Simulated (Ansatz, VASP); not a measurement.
# Cross-check of AgC between VASP and Ansatz

Aim: how closely do two programs agree when they are given the same cell, functional and k mesh? The cell is generated by rule, not measured, and may not be a known phase. Of the first pair: The two relaxations start from unlike cells of this crystal (the structure described is Ansatz's start), so only their ends are compared.

Program: Ansatz 0.2.0. Level of theory: plane waves, with VASP 6.6.1 beside it; relaxation of cell and atoms at LDA. Results are calculated unless marked as measured.

## (1) The structure

Symmetry: P4mm, No. 99, tetragonal system. Conventional cell: a = 3.414 Å, b = 3.414 Å, c = 3.235 Å, α = 90.00°, β = 90.00°, γ = 90.00°. Ag has 4 C at 2.42 Å nearest. Nearest to C lie 4 Ag at 2.42 Å. Farther neighbours are not listed.

## (2) Ansatz: relaxation of cell and atoms, LDA, pair 1

Ansatz runs on its default PAW (the set named soft_2) files.

The relaxed volume is the usual yardstick between codes: in a stiff, nearly cubic crystal its relative difference is about their pressure difference at one cell divided by the bulk modulus.

input.yaml

```yaml
crystal:
  lattice:
    - [3.41423, 0.0, 0.0]
    - [0.0, 3.41423, 0.0]
    - [0.0, 0.0, 3.23463]
  atoms:
    - { symbol: Ag, position: [0.0, 0.0, 0.127415] }
    - { symbol: C, position: [0.5, 0.5, 0.162585] }
kpoints:
  mp_grid: { grid: [6, 6, 6] }
hamiltonian:
  xc: lda
scf:
  occupations: { method: gaussian, width: 0.1 }
output:
  forces: true
  stress: true
  eigenvalues: true
relax:
  adjacent_minimum: "off"
  f_tol: 0.05
  max_steps: 80
  cell: { stress_tol: 0.5 }
```

On the command line:

```
ansatz run input.yaml --threads 4 --pin off --max-ram 7168MiB --backend cpu --events-out ev --progress --plain --runs-dir out
```

Numbers of over 12 decimals in the logs are rounded to 6 here.

The program printed:

```text
The last accepted step is kept in <dir> (removed where the run ends without a failure and the disk answers)
Engine: ansatz 0.2.0, aarch64-unknown-linux-gnu
Pseudopotentials: kind: paw
Pseudopotential: Ag, paw, valence charge 19, recommended cutoff 420 eV (normal), Ag.paw.azcp
Pseudopotential: C, paw, valence charge 4, recommended cutoff 420 eV (normal), C.paw.azcp
Functional definition: SPW92
  exchange = slater_x
  correlation = pw_c
Crystal: 2 atoms, lattice volume = 37.706 Å³
Basis set: ecut = 420 eV, 727 PW (Γ)
Bands: 16, of which v1, the nominal top of the filled ones, is band 12 counted from 1 (11 counted from 0)
Symmetry: 8 space group operations
Space group: P4mm (ITA 99), of the structure as read, at distance tolerance 3.4e-5 Å
k-points: 40 of 216 (time reversal used)
Non-local potential: Ag, projectors of the file, l = 0: 3, l = 1: 2, l = 2: 2, l = 3: 1
Non-local potential: C, projectors of the file, l = 0: 2, l = 1: 2, l = 2: 1
PAW form: soft (Blöchl's): semilocal exchange-correlation on the pseudo side does not see the compensation charge
PAW frozen core: Ag, regenerated for the run's functional, and the local potential with it (the file was generated under x = pbe(κ = 0.804, μ = 0.219515), c = pbe(β = 0.066725))
PAW frozen core: C, regenerated for the run's functional, and the local potential with it (the file was generated under x = pbe(κ = 0.804, μ = 0.219515), c = pbe(β = 0.066725))
PAW one-centre angular grid: Ag, 590 points (default); XC on 64 Gauss nodes
PAW one-centre angular grid: C, 110 points (default); XC on 64 Gauss nodes
Initial density: superposition of atomic densities (neutral atoms: chi_scale 0, normalization atom), corrected by the library's trained network
Initial wavefunctions: pseudopotential atomic-orbital guess
Functional: x = slater, c = lda
SCF iter   1: F=—  HF=-7695.326073 eV  |F-HF|=—  |Δ(HF+E_count)|=         —  Δρ=1.30e-2  dr2=6.57e-2  ethr=1.77e-3  ⟨swp⟩=5.0  Hψ=2837  notcnv=0
preconditioner: auto → LDOS  [metal: Δε(μ)=0.005 eV  Ē_g=9.616 eV  σ=0.100 eV  W_gap=0.03  n_scr=6 (ndim 8)  ℏωp=23.4 eV  f_vac=0.013  D(μ)=2.09/eV (n_scr^D=18)  β→1.0]
SCF iter   2: F=—  HF=-7695.314226 eV  |F-HF|=—  |Δ(HF+E_count)|=   1.18e-2  Δρ=1.03e-2  dr2=3.69e-2  ethr=2.86e-4  ⟨swp⟩=2.1  Hψ=1401  notcnv=0  defer=9
SCF iter   3: F=—  HF=-7695.307689 eV  |F-HF|=—  |Δ(HF+E_count)|=   6.54e-3  Δρ=3.31e-3  dr2=4.67e-3  ethr=1.61e-4  ⟨swp⟩=2.4  Hψ=1084  notcnv=0  defer=9
SCF iter   4: F=—  HF=-7695.306506 eV  |F-HF|=—  |Δ(HF+E_count)|=   1.18e-3  Δρ=1.46e-3  dr2=9.81e-4  ethr=2.03e-5  ⟨swp⟩=2.4  Hψ=1074  notcnv=0  defer=9
SCF iter   5: F=—  HF=-7695.306335 eV  |F-HF|=—  |Δ(HF+E_count)|=   1.71e-4  Δρ=2.03e-4  dr2=1.69e-5  ethr=4.27e-6  ⟨swp⟩=1.4  Hψ=687  notcnv=0  defer=9
SCF iter   6: F=—  HF=-7695.306317 eV  |F-HF|=—  |Δ(HF+E_count)|=   1.80e-5  Δρ=3.79e-5  dr2=2.98e-7  ethr=7.34e-8  ⟨swp⟩=2.5  Hψ=896  notcnv=0  defer=9
SCF iter   7: F=-7695.306317 eV  HF=-7695.306317 eV  |F-HF|=2.42e-9  |Δ(HF+E_count)|=   1.61e-8  Δρ=8.23e-6  dr2=1.98e-8  ethr=4.35e-10  ⟨swp⟩=5.8  Hψ=2701  notcnv=0
SCF 1 converged in 7 iterations: F = -7695.306317 eV  dr2 = 1.98e-8
  greatest PAW one-centre occupation: 1.003 electrons in one spin orbital (limit 2), on the Ag atom at site 0 (counted from 0), in its partial waves of l = 0
relax step   1: F+E_penalty+E_count = -7695.30631683 eV  Δ(F+E_penalty+E_count) = +0.000e0 eV  max|allowed force component| = 3.043e-2 eV/Å  Δτ_max = 0.0000 Å  P = -21.842 GPa  Ω = 37.706 Å³  (7 SCF iters, dr2 threshold 1.00e-7 eV, accepted)
[...]
relax step   9: F+E_penalty+E_count = -7696.60530745 eV  Δ(F+E_penalty+E_count) = +4.158e-3 eV  max|allowed force component| = 2.186e-7 eV/Å  Δτ_max = 0.0000 Å  P = -0.381 GPa  Ω = 24.278 Å³  stress off target by 5.34e-1 GPa  SCF on the basis re-selected at this cell (its energy is not comparable with the rows above)  (6 SCF iters)
[...]
relax step  10: F+E_penalty+E_count = -7696.60549227 eV  Δ(F+E_penalty+E_count) = -1.848e-4 eV  max|allowed force component| = 7.431e-4 eV/Å  Δτ_max = 0.0004 Å  P = +0.059 GPa  Ω = 24.220 Å³  energy of the carried Pulay correction = +9.775e-5 eV  (6 SCF iters, dr2 threshold 2.00e-7 eV, accepted)
[...]
relax step  11: F+E_penalty+E_count = -7696.60544946 eV  Δ(F+E_penalty+E_count) = +4.281e-5 eV  max|allowed force component| = 7.471e-4 eV/Å  Δτ_max = 0.0000 Å  P = +0.055 GPa  Ω = 24.220 Å³  stress off target by 6.24e-2 GPa  SCF on the basis re-selected at this cell (its energy is not comparable with the rows above)  (6 SCF iters)
basis re-selected at this cell: Δ(F+E_penalty+E_count) = +4.281e-5 eV, ΔP = -0.003 GPa vs the last step (what re-selecting the basis moved, of the pressure what is left beyond the Pulay correction that the steps carried, after the strain that the cell walked since its last selection, with what the two solves' SCF thresholds leave and, on support functions, any second-order correction that the steps lacked; it is no m [...]
SCF converged after 6 iterations
Free energy (F): -7696.605449 eV
Harris-Foulkes:  -7696.605449 eV  (|F-HF|=0.00e0)
Internal energy: -7696.597172 eV  (E = F + TS)
E sigma→0 (E₀):  -7696.601311 eV
Entropy (-TS):   -0.008278 eV (-4.139 meV/atom)
Fermi energy:    14.838149 eV
--- Per-component energies (eV) ---
  E_band       = -264.681654
  E_kinetic    = 608.046754
  E_local      = -2560.413495  (includes V_loc(G=0)·N_el)
  E_nonlocal   = 113.140585
  E_hartree    = 1140.994541
  E_xc         = -230.297469
  E_vxc        = -292.475124  (∫ρ·V_xc dr)
  E_paw        = -3858.258155  (= ΣΔE_a)
  E_vpaw       = -414.969728  (= ΣTr[D̂ρ^β])
  E_aug_tail   = 0.000270  (compensation charges beyond the density's cutoff)
  E_ewald      = -2910.597841
  E_core_change = 0.787640  (= ΣΔE_core)
  E_smearing   = -0.008278  (= −TS)
  E_closure    = 0.000000  (closes the sum)
  Σ components = -7696.605449   (vs F -7696.605449, Δ=0.00e0)
--- Forces (eV/Å), atoms counted from 1 ---
  atom   1  Ag     0.00000000     0.00000000    -0.00074665
  atom   2  C     -0.00000000    -0.00000000     0.00074761
  max |Σ_I F_I| component: 9.66e-7 eV/Å
--- Stress (GPa, compression-positive) ---
        0.062365       0.000000      -0.000000
        0.000000       0.062365       0.000000
       -0.000000       0.000000       0.041502
  P = ⅓ Tr σ = 0.0554 GPa (0.554 kbar)
--- Band table (eV; the first three rows and the last of 40) ---
  k-point 0: bands = [... 8 lower, 10.8733, 10.8733, 14.0095, 14.0095, 17.5888, 19.5690, 27.6582, 30.1835]
  k-point 1: bands = [... 8 lower, 10.3891, 10.3891, 14.3604, 14.3604, 15.9192, 19.8367, 27.7826, 30.7758]
  k-point 2: bands = [... 8 lower, 9.7328, 9.8602, 13.4465, 14.9755, 14.9755, 20.6050, 27.9816, 28.1422]
  k-point 39: bands = [... 8 lower, 11.5165, 12.5852, 12.6326, 12.6326, 14.2431, 20.7595, 24.8333, 25.4717]
--- Relaxed structure (9 steps of the walk, 9 accepted, 2 SCFs on fresh bases) ---
  F+E_penalty+E_count = -7696.60544946 eV   max|allowed force component| = 7.471e-4 eV/Å   (the final SCF, on the basis selected at the relaxed cell)
  cell:  # Å, volume = 24.2196 Å³
    - [3.065349, 0, -1.6380276546030928e-16]
    - [0, 3.065349, 0]
    - [-1.5518618817152927e-16, 0, 2.577546]
  atoms:
    - { symbol: Ag, position: [3.2624397672875115e-18, 0, 0.145139] }
    - { symbol: C, position: [0.5, 0.5, 0.144861] }
```

The column dr2 measures how far the density is from self-consistency, as an energy; F and HF (Harris–Foulkes) agree once it is small.

## (3) VASP: relaxation of cell and atoms, LDA, pair 1

Its own start cell and the same functional (in two slightly different forms), mesh and smearing now go to VASP, with its own data sets.

Lines of VASP's logs that name or quote its potential files are left out, and so is its time.

INCAR

```
SYSTEM = AgC
PREC = Accurate
ENCUT = 600
EDIFF = 1E-07
NELM = 120
ISMEAR = 0
SIGMA = 0.1
LREAL = .FALSE.
ALGO = Normal
GGA = PW92
NBANDS = 13
LASPH = .TRUE.
LORBIT = 11
LWAVE = .FALSE.
LCHARG = .FALSE.
ISIF = 3
IBRION = 2
NSW = 80
EDIFFG = -0.005
GGA_COMPAT = .FALSE.
NELMIN = 4
KPAR = 2
```

POSCAR

```
AgC
1.0
    3.0673495966      0.0000000000      0.0000000000
    0.0000000000      3.0673495966      0.0000000000
    0.0000000000      0.0000000000      2.5751649339
Ag C
1 1
Direct
    0.0000000000      0.0000000000      0.1444537053
    0.5000000000      0.5000000000      0.1455460783
```

KPOINTS

```
Automatic mesh
0
Gamma
6 6 6
0 0 0
```

PAW data sets: Ag and C (LDA family, release 64).

On the command line:

```
mpirun -np 2 vasp_std
```

The program printed:

```text
[banner, memory and clock lines left out]
running    2 mpi-ranks, on    1 nodes
 distrk:  each k-point on    1 cores,    2 groups
 distr:  one band on    1 cores,    1 groups

 POSCAR found type information on POSCAR AgC
 POSCAR found :  2 types and       2 ions
|                                                                             |
|               ----> ADVICE to this user running VASP <----                  |
|                                                                             |
|     You enforced a specific xc type in the INCAR file but a different       |
|     [... a line on the potential file left out ...]
|     I HOPE YOU KNOW WHAT YOU ARE DOING!                                     |
|                                                                             |

 LDA part: xc-table for (Slater(with rela. corr.)+PW92), standard interpolation
 POSCAR, INCAR and KPOINTS ok, starting setup
 FFT: planning ... GRIDC
 FFT: planning ... GRID_SOFT
 FFT: planning ... GRID
 WAVECAR not read
 entering main loop
       N       E                     dE             d eps       ncg     rms          rms(c)
DAV:   1     0.713487095766E+02    0.71349E+02   -0.77667E+03  1040   0.119E+03
DAV:   2    -0.917265319103E+01   -0.80521E+02   -0.74699E+02  1205   0.244E+02
DAV:   3    -0.115075658714E+02   -0.23349E+01   -0.23124E+01  1225   0.414E+01
DAV:   4    -0.115185252609E+02   -0.10959E-01   -0.10958E-01  1220   0.334E+00
DAV:   5    -0.115185969509E+02   -0.71690E-04   -0.71690E-04  1215   0.262E-01    0.141E+01
DAV:   6    -0.999794809566E+01    0.15206E+01   -0.13788E+01  1253   0.467E+01    0.143E+01
DAV:   7    -0.940515152025E+01    0.59280E+00   -0.15923E+00  1113   0.168E+01    0.564E+00
DAV:   8    -0.937916239725E+01    0.25989E-01   -0.16970E-01  1170   0.427E+00    0.143E+00
DAV:   9    -0.937094066225E+01    0.82217E-02   -0.19441E-02  1108   0.163E+00    0.329E-01
DAV:  10    -0.937043396251E+01    0.50670E-03   -0.13799E-03  1240   0.312E-01    0.142E-01
DAV:  11    -0.937033520227E+01    0.98760E-04   -0.24186E-04  1165   0.142E-01    0.347E-02
DAV:  12    -0.937033310623E+01    0.20960E-05   -0.17346E-05  1240   0.415E-02    0.988E-03
DAV:  13    -0.937033292770E+01    0.17854E-06   -0.15723E-06  1140   0.134E-02    0.231E-03
DAV:  14    -0.937033289304E+01    0.34653E-07   -0.15415E-07  1040   0.292E-03
   1 F= -.93703329E+01 E0= -.93663378E+01  d E =-.937033E+01
 curvature:   0.00 expect dE= 0.000E+00 dE for cont linesearch  0.000E+00
 trial: gam= 0.00000 g(F)=  0.746E-06 g(S)=  0.791E-05 ort = 0.000E+00 (trialstep = 0.100E+01)
 search vector abs. value=  0.865E-05
 bond charge predicted
       N       E                     dE             d eps       ncg     rms          rms(c)
DAV:   1    -0.937040731301E+01   -0.74385E-04   -0.13281E-03  1100   0.389E-01    0.571E-02
DAV:   2    -0.937034664925E+01    0.60664E-04   -0.23512E-04  1170   0.205E-01    0.320E-02
DAV:   3    -0.937033834243E+01    0.83068E-05   -0.13794E-05  1131   0.456E-02    0.126E-02
DAV:   4    -0.937033682936E+01    0.15131E-05   -0.44714E-06  1185   0.213E-02    0.715E-03
DAV:   5    -0.937033677293E+01    0.56429E-07   -0.49845E-07  1115   0.604E-03
   2 F= -.93703368E+01 E0= -.93663505E+01  d E =-.387989E-05
 trial-energy change:   -0.000004  1 .order   -0.000004   -0.000009    0.000000
 step:   0.9954(harm=  0.9968)  dis= 0.00013  next Energy=    -9.370337 (dE=-0.388E-05)
 reached required accuracy - stopping structural energy minimisation
```

Parts of OUTCAR (step 3):

```text
ion  position               nearest neighbor table
   1  0.000  0.000  0.144-   2 2.17   2 2.17   2 2.17   2 2.17
   2  0.500  0.500  0.146-   1 2.17   1 2.17   1 2.17   1 2.17

  LATTYP: Found a simple tetragonal cell.
 ALAT       =     3.0673495966
 C/A-ratio  =     0.8395407347

 Subroutine GETGRP returns: Found  8 space group operations
 (whereof  8 operations were pure point group operations)

The static configuration has the point symmetry C_4v.

 Found     40 irreducible k-points:

   k-points           NKPTS =     40   k-points in BZ     NKDIM =     40   number of bands    NBANDS=     13

   dimension x,y,z NGX =    28 NGY =   28 NGZ =   24
   dimension x,y,z NGXF=    56 NGYF=   56 NGZF=   48

   ENCUT  =  600.0 eV  44.10 Ry    6.64 a.u.   6.13  6.13  5.14*2*pi/ulx,y,z

   NELECT =      15.0000    total number of electrons

 k-points in reciprocal lattice and weights: Automatic mesh
   0.00000000  0.00000000  0.00000000       0.005
   0.16666667  0.00000000  0.00000000       0.019
   0.33333333  0.00000000  0.00000000       0.019
   0.50000000  0.00000000  0.00000000       0.009
   0.16666667  0.16666667  0.00000000       0.019
   0.33333333  0.16666667  0.00000000       0.037
   0.50000000  0.16666667  0.00000000       0.019
   0.33333333  0.33333333  0.00000000       0.019
   0.50000000  0.33333333  0.00000000       0.019
[...]
0.50000000  0.33333333  0.50000000       0.019
   0.50000000  0.50000000  0.50000000       0.005

 average (electrostatic) potential at core
       1 -72.5096       2 -51.9863

 E-fermi :   7.8715

 k-point     1 :       0.0000    0.0000    0.0000
  band No.  band energies     occupation
    ...
      4       2.7090      2.00000
      5       3.8820      2.00000
      6       3.8820      2.00000
      7       7.0486      2.00000
      8       7.0486      2.00000
      9      10.6611      0.00000
     10      12.6204      0.00000
     11      20.7185      0.00000
     12      23.2637      0.00000
     13      23.2637      0.00000

 k-point     2 :       0.1667    0.0000    0.0000
  band No.  band energies     occupation
    ...
      3       1.2947      2.00000
      4       2.0149      2.00000
      5       3.7242      2.00000
      6       3.8933      2.00000
      7       5.8800      2.00000
      8       8.2561      0.00000
      9      10.9490      0.00000
     10      13.8572      0.00000
     11      19.3043      0.00000
     12      22.6177      0.00000
    ...

 k-point     3 :       0.3333    0.0000    0.0000
  band No.  band energies     occupation
    ...
      3       0.8871      2.00000
      4       1.0907      2.00000
      5       3.4352      2.00000
      6       3.9162      2.00000
      7       4.6702      2.00000
      8      10.4724      0.00000
      9      11.5237      0.00000
     10      15.1586      0.00000
     11      17.8248      0.00000
     12      20.8870      0.00000
    ...

  Total        0.0057635      0.0057635     -0.0009452      0.0000000      0.0000000      0.0000000
  in kB        0.3813519      0.3813519     -0.0625413      0.0000000      0.0000000      0.0000000
  external PRESSURE =       0.2333875 kB  Pullay stress =       0.0000000 kB

  energy-cutoff  :      600.00
  volume of cell :       24.21
      direct lattice vectors                 reciprocal lattice vectors
     3.067059023  0.000000000 -0.000000000     0.326045242  0.000000000  0.000000000
     0.000000000  3.067059023  0.000000000     0.000000000  0.326045242  0.000000000
     0.000000000  0.000000000  2.574094573     0.000000000  0.000000000  0.388486115

 POSITION                                       TOTAL-FORCE (eV/Angst)
 -----------------------------------------------------------------------------------
      0.00000      0.00000      0.37197        -0.000000      0.000000      0.002502
      1.53353      1.53353      0.37452         0.000000      0.000000     -0.002502
 -----------------------------------------------------------------------------------
    total drift:                               -0.000000     -0.000000      0.000006

  FREE ENERGIE OF THE ION-ELECTRON SYSTEM (eV)
  ---------------------------------------------------
  free  energy   TOTEN  =        -9.3703367729 eV

  energy  without entropy=       -9.3623642241  energy(sigma->0) =       -9.36635050

 reached required accuracy - stopping structural energy minimisation

 total charge
# of ion       s       p       d       tot
------------------------------------------
    1        0.504   0.519   9.060  10.082
    2        0.928   1.234   0.000   2.163
--------------------------------------------------
tot          1.432   1.753   9.060  12.245

[... 3 further parts left out ...]
```

CONTCAR:

```
AgC
   1.00000000000000
     3.0670590227792456    0.0000000000000000   -0.0000000000000000
     0.0000000000000000    3.0670590227792456    0.0000000000000000
     0.0000000000000000    0.0000000000000000    2.5740945725268554
  Ag              C
     1     1
Direct
     0.0000000000000000    0.0000000000000000    0.1445057794593299
     0.5000000000000000    0.5000000000000000    0.1454940041406726
```

The k-mesh is coarse for a metal.

## (4) Side by side

Known differences besides the potentials themselves: the data sets hold 23 valence electrons in Ansatz (on its default PAW (the set named soft_2) files) and 15 in VASP; the cutoff is 420 eV in Ansatz and 600 eV in VASP; VASP's log shows a relativistic correction to its local exchange, Ansatz's none; Ansatz adds a Pulay correction to the stress that steers its cell, VASP none. Total energies have different zeros and are not compared.

Compared:

```csv
quantity,Ansatz,VASP,difference
volume (Å³),24.22,24.21,+0.02 %
"edge a after relaxation, in the typed setting (Å)",3.065,3.067,-0.06 %
"edge c after relaxation, in the typed setting (Å)",2.578,2.574,+0.13 %
```

## (5) Ansatz: relaxation of cell and atoms, LDA, pair 2

The relaxed volume is the usual yardstick between codes: in a stiff, nearly cubic crystal its relative difference is about their pressure difference at one cell divided by the bulk modulus. Its start cell is another than that of the pair before, and may be another structure of the material.

The cell is taken from a series of runs on this material, whose earlier steps may have relaxed, scaled, displaced or heated it; both programs get it as it stands.

input.yaml

```yaml
crystal:
  lattice:
    - [3.0473304846, 0.0, 0.0]
    - [0.0, 3.0473304846, 0.0]
    - [0.0, 0.0, 2.6453121769]
  atoms:
    - { symbol: Ag, position: [0.0, 0.0, 0.1449965146] }
    - { symbol: C, position: [0.5, 0.5, 0.1450034854] }
kpoints:
  mp_grid: { grid: [12, 12, 16] }
hamiltonian:
  xc: lda
scf:
  occupations: { method: methfessel_paxton, width: 0.15 }
output:
  forces: true
  stress: true
  eigenvalues: true
relax:
  adjacent_minimum: "off"
  f_tol: 0.001
  max_steps: 60
  cell: { stress_tol: 0.01 }
```

On the command line:

```
ansatz run input.yaml --threads 4 --pin off --max-ram 7168MiB --backend cpu --events-out ev --progress --plain --runs-dir out
```

The program printed:

```text
[...]
k-point 251: bands = [... 8 lower, 11.2082, 12.2118, 12.2118, 12.4451, 14.0619, 20.5296, 24.2176, 25.1367]
--- Relaxed structure (4 steps of the walk, 4 accepted, 1 SCFs on fresh bases) ---
[...]
cell:  # Å, volume = 24.5319 Å³
    - [3.045190, 0, 0]
    - [0, 3.045190, 0]
    - [0, 0, 2.645464]
  atoms:
    - { symbol: Ag, position: [0, 0, 0.145] }
    - { symbol: C, position: [0.5, 0.5, 0.145] }
[key lines of the parts left out:]
SCF converged after 5 iterations
Free energy (F): -7696.585165 eV
Fermi energy:    14.635890 eV
P = ⅓ Tr σ = 0.0039 GPa (0.039 kbar)
```

(Part 1 of 2 ends here.)

[Lines on the potential files, build, host, timing and source positions are cut from VASP's logs without a mark.]

[Logs are printed without paths, hosts, clocks, repeated set-up lines and the standing remarks that a program may print on its own settings, such as how far it seeks lower states.]

[Hosts, paths, dates, database ids (printed as entryN), source tags and the programs' standing remarks are cut or masked in the printed files.]
